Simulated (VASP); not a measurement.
Input of a VASP 6.6.1 run:

Contents of INCAR:

```
  PREC = Accurate
  ENCUT = 520
  EDIFF = 1E-7
  ISMEAR = -1
  SIGMA = 0.05
  LREAL = F
  LASPH = T
  NELM = 150
  ALGO = Normal
  ISIF = 2
  LWAVE = F
  LCHARG = F
  ISPIN = 2
  MAGMOM = 1 1 1 1 0 0
  LORBIT = 11
  LMAXMIX = 4
  GGA = PE
  NBANDS = 36
```

File KPOINTS:

```
regular mesh
0
Gamma
  8 8 7
```

POSCAR

```
TiNiH
1.0
    1.6690910000     -4.7477900000      0.0000000000
    1.6690910000      4.7477900000      0.0000000000
    0.0000000000      0.0000000000      3.8405000000
Ni Ti H
2 2 2
Direct
    0.4140550000      0.5859450000      0.2500000000
    0.5859450000      0.4140550000      0.7500000000
    0.1418570000      0.8581430000      0.2500000000
    0.8581430000      0.1418570000      0.7500000000
    0.9177660000      0.0822340000      0.2500000000
    0.0822340000      0.9177660000      0.7500000000
```

Potentials or basis: VASP PAW PBE potentials, release 64 (Ni, Ti_sv, H).

Run with:

```bash
$ cat potpaw_PBE.64/Ni/POTCAR potpaw_PBE.64/Ti_sv/POTCAR potpaw_PBE.64/H/POTCAR > POTCAR
$ mpirun -np 1 vasp_std > vasp.out
```

Question: Predict the largest force.

Answer: 0.087 eV/Å.

Question: What does it give for the band gap on the k mesh?

Answer: None (metal or under the smearing width).

Question: What does it give for the net moment?

Answer: 0.00 μB per cell.

Question: What does it give for the pressure?

Answer: 0.7 GPa.

Stress tensor (GPa, compression positive):
```
0.82 0.00 0.00
0.00 0.58 0.00
0.00 0.00 0.56
```
